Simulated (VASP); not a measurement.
Data:

```
CELL_PARAMETERS angstrom
      0.00000     2.37909     2.37909
      2.37909     0.00000     2.37909
      2.37909     2.37909     0.00000
ATOMIC_POSITIONS crystal
  Cd 0.00000 0.00000 0.00000
  O  0.50000 0.50000 0.50000
```

Calculation: PBE GGA, VASP's PBE PAW potentials (set 64) (plane waves; VASP). Numerical set-up: 600 eV cut-off, 12×12×12 Γ-centred mesh, first-order Methfessel-Paxton smearing of 0.10 eV, potentials Cd O.

### Question
Estimate the energy per atom (σ→0), pressure, band gap (on the k-mesh) with the smallest direct gap where there is one.

### Answer

The band gap (on the k-mesh) is none (metal, semimetal or under 0.01 eV). The energy per atom (σ→0) is -3.864 eV/atom and the pressure comes out as 1.80 GPa.

Only differences to runs with the same potentials and settings are physical.

The compound is CdO in the rock salt structure. This cell was strained or had an atom moved on purpose.
